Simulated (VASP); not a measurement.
Output of a VASP run:

**OSZICAR**
```
       N       E                     dE             d eps       ncg     rms          rms(c)
DAV:   1     0.118614692637E+03    0.11861E+03   -0.65968E+03  1024   0.103E+03
DAV:   2    -0.288966127967E+02   -0.14751E+03   -0.13234E+03  1668   0.224E+02
DAV:   3    -0.430123714259E+02   -0.14116E+02   -0.13863E+02  1252   0.817E+01
DAV:   4    -0.433572339283E+02   -0.34486E+00   -0.34347E+00  1280   0.162E+01
DAV:   5    -0.433672166144E+02   -0.99827E-02   -0.99729E-02  1316   0.264E+00    0.941E+00
DAV:   6    -0.411571660809E+02    0.22101E+01   -0.22016E+00  1224   0.103E+01    0.537E+00
DAV:   7    -0.404143692587E+02    0.74280E+00   -0.26081E+00  1256   0.112E+01    0.136E+00
DAV:   8    -0.404052593054E+02    0.91100E-02   -0.12236E-01  1228   0.243E+00    0.160E-01
DAV:   9    -0.404040879129E+02    0.11714E-02   -0.42072E-03  1272   0.527E-01    0.986E-02
DAV:  10    -0.404017669157E+02    0.23210E-02   -0.20566E-03  1228   0.265E-01    0.699E-02
DAV:  11    -0.404014319261E+02    0.33499E-03   -0.78827E-04  1236   0.159E-01    0.375E-02
DAV:  12    -0.404020254914E+02   -0.59357E-03   -0.49375E-04  1120   0.128E-01    0.164E-02
DAV:  13    -0.404024502472E+02   -0.42476E-03   -0.74195E-05  1128   0.548E-02    0.109E-02
DAV:  14    -0.404029740172E+02   -0.52377E-03   -0.34312E-05  1120   0.271E-02    0.848E-03
DAV:  15    -0.404031553311E+02   -0.18131E-03   -0.13629E-05  1172   0.176E-02    0.518E-03
DAV:  16    -0.404032219517E+02   -0.66621E-04   -0.34126E-06  1160   0.970E-03    0.240E-03
DAV:  17    -0.404032354086E+02   -0.13457E-04   -0.45356E-07   816   0.414E-03    0.544E-04
DAV:  18    -0.404032419573E+02   -0.65487E-05   -0.23471E-07   740   0.220E-03    0.108E-03
DAV:  19    -0.404032433769E+02   -0.14197E-05   -0.37737E-08   808   0.100E-03    0.434E-04
DAV:  20    -0.404032438351E+02   -0.45815E-06   -0.11002E-08   768   0.699E-04
   1 F= -.40403244E+02 E0= -.40403312E+02  d E =-.404032E+02
       N       E                     dE             d eps       ncg     rms          rms(c)
DAV:   1    -0.404033135106E+02   -0.70134E-04   -0.99913E-03  1028   0.922E-01    0.448E-02
DAV:   2    -0.404032525781E+02    0.60933E-04   -0.17559E-04  1100   0.108E-01    0.294E-02
DAV:   3    -0.404032129047E+02    0.39673E-04   -0.89835E-05  1128   0.673E-02    0.550E-03
DAV:   4    -0.404032123739E+02    0.53079E-06   -0.39706E-06  1224   0.162E-02
   2 F= -.40403212E+02 E0= -.40403281E+02  d E =0.314612E-04
       N       E                     dE             d eps       ncg     rms          rms(c)
DAV:   1    -0.404033061058E+02   -0.93201E-04   -0.35177E-03  1068   0.547E-01    0.268E-02
DAV:   2    -0.404032881091E+02    0.17997E-04   -0.60322E-05  1120   0.636E-02    0.177E-02
DAV:   3    -0.404032781731E+02    0.99359E-05   -0.30571E-05  1072   0.395E-02    0.316E-03
DAV:   4    -0.404032783892E+02   -0.21603E-06   -0.12367E-06   844   0.943E-03
   3 F= -.40403278E+02 E0= -.40403347E+02  d E =-.345541E-04
```

OUTCAR:
```
------------------------ aborting loop because EDIFF is reached ----------------------------------------
  FORCE on cell =-STRESS in cart. coord.  units (eV):
  Direction    XX          YY          ZZ          XY          YZ          ZX
  --------------------------------------------------------------------------------------
  Total        0.0256475      0.0256475      0.0384557      0.0000000      0.0000000      0.0000000
  in kB        0.3387584      0.3387586      0.5079324      0.0000000      0.0000000      0.0000000
  external PRESSURE =       0.3951498 kB  Pullay stress =       0.0000000 kB
  volume of cell :      121.30
      direct lattice vectors                 reciprocal lattice vectors
     2.446853475 -0.000000000 -0.000000000     0.408688142  0.235956162  0.000000000
    -1.223426737  2.119037686  0.000000000     0.000000000  0.471912324  0.000000000
    -0.000000000  0.000000000 23.394759079     0.000000000  0.000000000  0.042744616
 POSITION                                       TOTAL-FORCE (eV/Angst)
 -----------------------------------------------------------------------------------
     -0.00000      0.00000     13.33444        -0.000000     -0.000000      0.013861
     -1.22343      2.11904     10.06032         0.000000      0.000000     -0.013861
     -0.00000      1.41269     10.05963         0.000000      0.000000     -0.007338
      1.22343      0.70635     13.33513        -0.000000     -0.000000      0.007338
 -----------------------------------------------------------------------------------
    total drift:                                0.000000      0.000000      0.000000
  FREE ENERGIE OF THE ION-ELECTRON SYSTEM (eV)
  ---------------------------------------------------
  free  energy   TOTEN  =       -40.4032783892 eV

  energy  without entropy=      -40.4034842320  energy(sigma->0) =      -40.40334700

 reached required accuracy - stopping structural energy minimisation
```
(Selected blocks of OUTCAR.)

File POSCAR:
```
C
1
    2.4476344353     0.0000000000    -0.0000000000
   -1.2238172176     2.1197140183     0.0000000000
   -0.0000000000     0.0000000000    23.3900981250
C
4
Direct
  0.0000000000   0.0000000000   0.5699584112
  0.0000000000   0.0000000000   0.4300415888
  0.3333330000   0.6666670000   0.4299951681
  0.6666670000   0.3333330000   0.5700048319
```

**Question.** Reconstruct the remaining input files.

**Answer.** This is not unique; one that fits is the input of the run itself, LDA (Ceperley-Alder, Perdew-Zunger), plane waves, VASP's LDA PAW potentials (set 64).

### INCAR
```
# general
SYSTEM = C
PREC   = Accurate
ENCUT  = 520   # plane-wave cut-off (eV)
LREAL  = F   # projection in real space or not
LASPH  = T

# electronic loop
EDIFF  = 1E-6   # SCF stop (eV)
NELM   = 100   # most electronic steps
ALGO   = Normal   # blocked Davidson

# smearing
ISMEAR = 1   # Methfessel-Paxton
SIGMA  = 0.1

# ions
IBRION = 2   # conjugate gradients
NSW    = 60
ISIF   = 3   # ions, shape and volume
EDIFFG = -0.02

# output
LWAVE  = F
LCHARG = F
```

KPOINTS:
```
Automatic mesh
0
Gamma
13 13 2
0 0 0
```

POTCAR, in this order: C (LDA.64 set). Program: vasp_std.

The cell holds a wide vacuum, so values per volume refer to the whole cell.

The cell is a sheet with vacuum, built from a database entry that may be metastable or hypothetical.
